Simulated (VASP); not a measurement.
# TiRuN2 (P4/mmm) in VASP: single point with r2SCAN

Aim: the single point of TiRuN2 with r2SCAN.

Everything below comes from runs of VASP 6.6.1. Logs are shortened: lines on timing, memory, paths and dates and some standing lists are left out, and cuts for length are marked.

## 1. Starting point

Symmetry: P4/mmm, No. 123, tetragonal system. Conventional cell: a = 3.025 Å, b = 3.025 Å, c = 4.273 Å, α = 90.00°, β = 90.00°, γ = 90.00°. Ti (site symmetry 4/mmm) has 6 N at 2.14 Å as nearest neighbours. Around Ru (site symmetry 4/mmm) lie 6 N at 2.14 Å. N (site symmetry 4/mmm) has 2 Ti at 2.14 Å and 4 Ru at 2.14 Å as nearest neighbours. N (site symmetry 4/mmm) is surrounded by 2 Ru at 2.14 Å and 4 Ti at 2.14 Å.

The cell was built by a generator and needn't be a form met in nature.

## 2. Single point, r2SCAN

INCAR

```
PREC = Accurate
ENCUT = 520
EDIFF = 1E-6
ISMEAR = 0
SIGMA = 0.1
LREAL = F
LASPH = T
NELM = 150
ALGO = Normal
ISIF = 2
LWAVE = F
LCHARG = F
METAGGA = R2SCAN
LMIXTAU = T
NBANDS = 26
KPAR = 4
```

KPOINTS

```
regular mesh
0
Gamma
  12 12 8
```

POSCAR

```
TiRuN2                                  
1.0
    3.0246938985      0.0000000000      0.0000000000
    0.0000000000      3.0246938985      0.0000000000
    0.0000000000      0.0000000000      4.2730672857
  Ti              Ru              N             
     1     1     2
Direct
     0.5000000000000000    0.5000000000000000    0.5000000000000000
     0.0000000000000000    0.0000000000000000    0.0000000000000000
     0.5000000000000000    0.5000000000000000    0.0000000000000000
     0.0000000000000000    0.0000000000000000    0.5000000000000000
```

Potentials or basis: VASP PAW PBE potentials, release 64 (Ti_sv, Ru_pv, N).

Command:

```bash
cat potpaw_PBE.64/Ti_sv/POTCAR potpaw_PBE.64/Ru_pv/POTCAR potpaw_PBE.64/N/POTCAR > POTCAR
mpirun -np 4 vasp_std > vasp.out
```

OUTCAR:

```text
PREC = Accurate
   ENCUT = 520
   EDIFF = 1E-6
   ISMEAR = 0
   LREAL = F
   LASPH = T
   NELM = 150
   ISIF = 2
   METAGGA = R2SCAN

 ion  position               nearest neighbor table
   1  0.500  0.500  0.500-   3 2.14   3 2.14   4 2.14   4 2.14   4 2.14   4 2.14   2 3.02   2 3.02
                             2 3.02   2 3.02   2 3.02   2 3.02   2 3.02   2 3.02
   2  0.000  0.000  0.000-   4 2.14   4 2.14   3 2.14   3 2.14   3 2.14   3 2.14   1 3.02   1 3.02
                             1 3.02   1 3.02   1 3.02   1 3.02   1 3.02   1 3.02
   3  0.500  0.500  0.000-   1 2.14   1 2.14   2 2.14   2 2.14   2 2.14   2 2.14
   4  0.000  0.000  0.500-   2 2.14   2 2.14   1 2.14   1 2.14   1 2.14   1 2.14

  LATTYP: Found a simple tetragonal cell.
 ALAT       =     3.0246938985
 C/A-ratio  =     1.4127271814

  Lattice vectors:

 A1 = (   3.0246938985,   0.0000000000,   0.0000000000)
 A2 = (   0.0000000000,   3.0246938985,   0.0000000000)
 A3 = (   0.0000000000,   0.0000000000,   4.2730672857)

Analysis of symmetry for initial positions (statically):
=====================================================================
 Subroutine PRICEL returns:
 Original cell was already a primitive cell.

 Routine SETGRP: Setting up the symmetry group for a
 simple tetragonal supercell.

 Subroutine GETGRP returns: Found 16 space group operations
 (whereof 16 operations were pure point group operations)
 out of a pool of 16 trial point group operations.

The static configuration has the point symmetry D_4h.

Analysis of symmetry for dynamics (positions and initial velocities):
=====================================================================
 Subroutine PRICEL returns:
 Original cell was already a primitive cell.

 Routine SETGRP: Setting up the symmetry group for a
 simple tetragonal supercell.

 Subroutine GETGRP returns: Found 16 space group operations
 (whereof 16 operations were pure point group operations)
 out of a pool of 16 trial point group operations.

The dynamic configuration has the point symmetry D_4h.

 Subroutine INISYM returns: Found 16 space group operations
 (whereof 16 operations are pure point group operations),
 and found     1 'primitive' translations

----------------------------------------------------------------------------------------

[... 94 lines left out ...]
   ENCUT  =  520.0 eV  38.22 Ry    6.18 a.u.   5.62  5.62  7.95*2*pi/ulx,y,z
   NELM   =    150;   NELMIN=  2; NELMDL= -5     # of ELM steps
   EDIFF  = 0.1E-05   stopping-criterion for ELM
   LREAL  =      F    real-space projection
   EDIFFG = 0.1E-04   stopping-criterion for IOM
   NSW    =      0    number of steps for IOM
   IBRION =     -1    ionic relax: 0-MD 1-quasi-New 2-CG
   NFREE  =      0    steps in history (QN), initial steepest desc. (CG)
   ISIF   =      2    stress and relaxation
   ISYM   =      2    0-nonsym 1-usesym 2-fastsym
   POTIM  = 0.5000    time-step for ionic-motion
   TEBEG  =    0.0;   TEEND  =   0.0 temperature during run
   PSTRESS=    0.0 pullay stress
   NELECT =      36.0000    total number of electrons
   NUPDOWN=      -1.0000    fix difference up-down
   EMIN   =  10.00;   EMAX   =-10.00  energy-range for DOS
   EFERMI =   0.00;   METHOD = LEGACY
   ISMEAR =     0;   SIGMA  =   0.10  broadening in eV -4-tet -1-fermi 0-gaus
   EFERMI_NEDOS =   21; number of points for ismear=-14 and -15
   IALGO  =     38    algorithm
   IMIX   =      4    mixing-type and parameters
     AMIX     =   0.40;   BMIX     =  1.00
     AMIX_MAG =   1.60;   BMIX_MAG =  1.00
  volume/ion in A,a.u.               =       9.77        65.95
  Fermi-wavevector in a.u.,A,eV,Ry     =   1.592727  3.009818 34.514998  2.536781
  Thomas-Fermi vector in A             =   2.691068
   LORBIT       =      0    0 simple, 1 ext, 2 COOP (PROOUT), +10 PAW based schemes
   METAGGA = R2SCAN    functional components
   LHFCALC =     F    Hartree Fock is set to
   AEXX    =    0.0000 exact exchange contribution
   IVDW    =     0    specifies the selected vdW correction
   LEPSILON=     F    determine dielectric tensor
   LRPA    =     F    only Hartree local field effects (RPA)
 non-spin polarized calculation
 Gauss-broadening in eV      SIGMA  =   0.10
  energy-cutoff  :      520.00
  volume of cell :       39.09
 maximum number of plane-waves:      1088
 NGX is ok and might be reduce to    24
   NGX = 11   NGY = 11   NGZ = 15

 number of electron      36.0000002 magnetization

 Free energy of the ion-electron system (eV)
  ---------------------------------------------------
  ext. energy  EPLUGINS =         0.00000000
  ---------------------------------------------------
  free energy    TOTEN  =       -59.35269012 eV

  energy without entropy =      -59.33576513  energy(sigma->0) =      -59.34422763

 E-fermi :  11.4823     XC(G=0): -14.2454

 val. band max:       11.4742971854   @ k =   0.4167   0.4167   0.0000
 cond. band min:      11.4843275435   @ k =   0.4167   0.3333   0.3750
 fundamental gap:      0.0100303581
 Fermi energy:        11.4823039794

 k-point     1 :       0.0000    0.0000    0.0000
  band No.  band energies     occupation
      1     -48.9173      2.00000
      2     -33.0672      2.00000
      3     -32.9648      2.00000
      4     -32.9648      2.00000
      5     -24.2015      2.00000
      6     -23.9735      2.00000
[... 685 lines left out ...]
     25      15.2120      0.00000
     26      20.3632      0.00000

 [... further k-points ...]

------------------------ aborting loop because EDIFF is reached ----------------------------------------

  FORCE on cell =-STRESS in cart. coord.  units (eV):
  Direction    XX          YY          ZZ          XY          YZ          ZX
  --------------------------------------------------------------------------------------
  -------------------------------------------------------------------------------------
  Total       -0.4212610     -0.4212610     -0.8557046      0.0000000     -0.0000000      0.0000000
  in kB      -17.2647094    -17.2647094    -35.0696863      0.0000000     -0.0000000      0.0000000
  external PRESSURE =     -23.1997017 kB  Pullay stress =       0.0000000 kB

 VOLUME and BASIS-vectors are now :
 -----------------------------------------------------------------------------
  energy-cutoff  :      520.00
  volume of cell :       39.09
      direct lattice vectors                 reciprocal lattice vectors
     3.024693898  0.000000000  0.000000000     0.330611967  0.000000000  0.000000000
     0.000000000  3.024693898  0.000000000     0.000000000  0.330611967  0.000000000
     0.000000000  0.000000000  4.273067286     0.000000000  0.000000000  0.234023930

 POSITION                                       TOTAL-FORCE (eV/Angst)
 -----------------------------------------------------------------------------------
      1.51235      1.51235      2.13653         0.000000      0.000000      0.000000
      0.00000      0.00000      0.00000         0.000000      0.000000      0.000000
      1.51235      1.51235      0.00000         0.000000      0.000000      0.000000
      0.00000      0.00000      2.13653         0.000000      0.000000      0.000000
 -----------------------------------------------------------------------------------
    total drift:                                0.000000      0.000000     -0.000000

  FREE ENERGIE OF THE ION-ELECTRON SYSTEM (eV)
  ---------------------------------------------------
  free  energy   TOTEN  =       -59.3526901209 eV

  energy  without entropy=      -59.3357651332  energy(sigma->0) =      -59.34422763
```

OSZICAR:

```text
N       E                     dE             d eps       ncg     rms          rms(c)
DAV:   1     0.394453511568E+03    0.39445E+03   -0.19633E+04  7280   0.166E+03
DAV:   2    -0.371371854046E+02   -0.43159E+03   -0.41578E+03  7576   0.494E+02
[... 12 lines left out ...]
DAV:  15    -0.593527110348E+02   -0.96334E-04   -0.33492E-04  9020   0.132E-01    0.546E-02
DAV:  16    -0.593526739277E+02    0.37107E-04   -0.26955E-05  8556   0.400E-02    0.381E-02
DAV:  17    -0.593526536197E+02    0.20308E-04   -0.29114E-05  7736   0.530E-02    0.121E-02
DAV:  18    -0.593526878762E+02   -0.34256E-04   -0.25298E-05  8624   0.359E-02    0.957E-03
DAV:  19    -0.593526893572E+02   -0.14810E-05   -0.39717E-06  7760   0.137E-02    0.451E-03
DAV:  20    -0.593526901209E+02   -0.76367E-06   -0.56939E-07  4372   0.666E-03
   1 F= -.59352690E+02 E0= -.59344228E+02  d E =-.169250E-01
```

Run time: 95 s. Hardware: 4 MPI ranks of Intel Xeon Platinum 8259CL at 2.50GHz (Skylake/Cascade Lake), shared host; peak memory 0.26 GiB.

What came out:

| Quantity | Value |
| --- | --- |
| Free energy | -59.3527 eV |
| Pressure | -2.3 GPa |
| Band gap on the k mesh | none (metal or under the smearing width) |

Caveat: the PAW data sets were made with another functional, which shifts forces and pressure a little.
